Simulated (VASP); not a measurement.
An input for Quantum ESPRESSO's pw.x (written as the equivalent of a VASP run, and not itself run):

```
&CONTROL
  calculation = 'scf'
  pseudo_dir = './pseudo'
  outdir = './out'
  tprnfor = .true.
  tstress = .true.
/
&SYSTEM
  ibrav = 0
  nat = 2
  ntyp = 2
  ecutwfc = 82.3
  occupations = 'smearing'
  smearing = 'gaussian'
  degauss = 0.003675
  input_dft = 'pbe'
/
&ELECTRONS
  conv_thr = 7.3e-09
  electron_maxstep = 100
/
ATOMIC_SPECIES
  Sn 118.710 Sn.upf
  Te 127.600 Te.upf
CELL_PARAMETERS angstrom
     0.0000000    3.1378471    3.1378471
     3.1378471    0.0000000    3.1378471
     3.1378471    3.1378471    0.0000000
ATOMIC_POSITIONS crystal
  Sn   0.0000000  0.0000000  0.0000000
  Te   0.5000000  0.5000000  0.5000000
K_POINTS automatic
  7 7 7 0 0 0
```

Q: Translate this input to VASP (INCAR, KPOINTS, POSCAR, choice of POTCAR).

A: One answer among several that fit: 
**POSCAR**
```
SnTe
1
    0.0000000000     3.1378471484     3.1378471484
    3.1378471484     0.0000000000     3.1378471484
    3.1378471484     3.1378471484     0.0000000000
Sn Te
1 1
Direct
  0.0000000000   0.0000000000   0.0000000000
  0.5000000000   0.5000000000   0.5000000000
```

### INCAR
```
SYSTEM = SnTe
PREC = Accurate; ENCUT = 520; LREAL = .FALSE.
LASPH = .TRUE.
EDIFF = 1E-7; NELM = 100; ALGO = Normal
LMAXMIX = 4
ISMEAR = 0; SIGMA = 0.05
GGA = PE
ISIF = 2
LWAVE = .FALSE.; LCHARG = .FALSE.
```

File KPOINTS:
```
Automatic mesh
0
Gamma
7 7 7
0 0 0
```

POTCAR, in this order: Sn_d Te (PBE.64 set). Program: vasp_std.

The two are equivalent in intent, not identical: the potentials are each code's own (VASP's PAW set, PseudoDojo norm-conserving files in pw.x), so ENCUT and ecutwfc are chosen apart and not converted; conv_thr bounds pw.x's estimated SCF error, while EDIFF bounds the energy change between steps.

The compound is SnTe in the rock salt structure, which distorts at low temperature. This cell is one point of a volume scan, at 0.94 of the reference volume.
